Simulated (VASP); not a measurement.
A snapshot from molecular dynamics of Mo, step 41; the first frame, the perfect lattice, has an electronic free energy F (no ionic kinetic energy) of -10.376 eV/atom. The Γ point alone samples so small a cell crudely.

Input:

```
Mo
1.0
   -4.72500     4.72500     4.72500
    4.72500    -4.72500     4.72500
    4.72500     4.72500    -4.72500
Mo
27
Direct
  0.98826   0.98758   0.98392
  0.99322   0.00304   0.32121
  0.98902   0.00166   0.65211
  0.99894   0.34742   0.99879
  0.98698   0.32290   0.33257
  0.97336   0.32346   0.66879
  0.03494   0.66252   0.02024
  0.99081   0.67449   0.33718
  0.00912   0.66795   0.67663
  0.33356   0.00774   0.99061
  0.36912   0.02283   0.35421
  0.31781   0.98932   0.65493
  0.31612   0.32908   0.99612
  0.33384   0.33568   0.33312
  0.33539   0.33313   0.66169
  0.34461   0.66449   0.01433
  0.34871   0.68484   0.35213
  0.34724   0.67499   0.66891
  0.67428   0.98845   0.99458
  0.66201   0.99787   0.32684
  0.66299   0.99732   0.67778
  0.66649   0.34769   0.00433
  0.66396   0.34079   0.33022
  0.67293   0.33626   0.67731
  0.67309   0.65650   0.99702
  0.64760   0.65275   0.30696
  0.66560   0.64925   0.66748
```

Computed with PBE GGA, VASP's PBE PAW potentials (set 64) (plane waves; VASP). Numerical set-up: PREC = Normal, LREAL = Auto, ISYM = 0, EDIFF = 1E-5, 300 eV cut-off, 1×1×1 Γ-centred mesh, Fermi-Dirac smearing of 0.043 eV, potentials Mo_sv.

Q: Give F per atom of this frame and the forces (eV/Å).

A: -10.326 eV/atom.
```
atom     Fx     Fy     Fz
----  -----  -----  -----
Mo1    0.35   0.83   0.08
Mo2   -0.30   1.27  -0.18
Mo3    0.14   0.33  -0.44
Mo4   -0.70   1.54  -1.20
Mo5    0.19  -0.08   1.37
Mo6   -1.38   0.30   1.25
Mo7    1.64  -1.22   0.46
Mo8   -0.71   1.18   0.36
Mo9   -0.17  -0.13  -0.11
Mo10  -0.18   0.01  -0.59
Mo11  -0.53  -0.98  -1.01
Mo12   0.98  -0.06   0.04
Mo13  -0.62   0.14  -0.15
Mo14   0.00  -0.43  -0.30
Mo15   0.27  -0.61  -0.68
Mo16  -0.50  -1.78   1.02
Mo17  -0.05   0.98  -1.28
Mo18   0.13  -0.41  -1.01
Mo19   0.68  -1.40  -0.03
Mo20   0.25   0.29   0.30
Mo21  -0.06  -0.16   0.33
Mo22  -1.06   0.45  -0.48
Mo23  -0.21   0.32   0.05
Mo24   0.15  -1.08  -0.14
Mo25   0.42  -0.92   0.58
Mo26   1.15   1.71   0.33
Mo27   0.11  -0.09   1.45
```

The cell is a supercell, built from Mo (bcc). Its lattice is the typed one, not relaxed at this level.
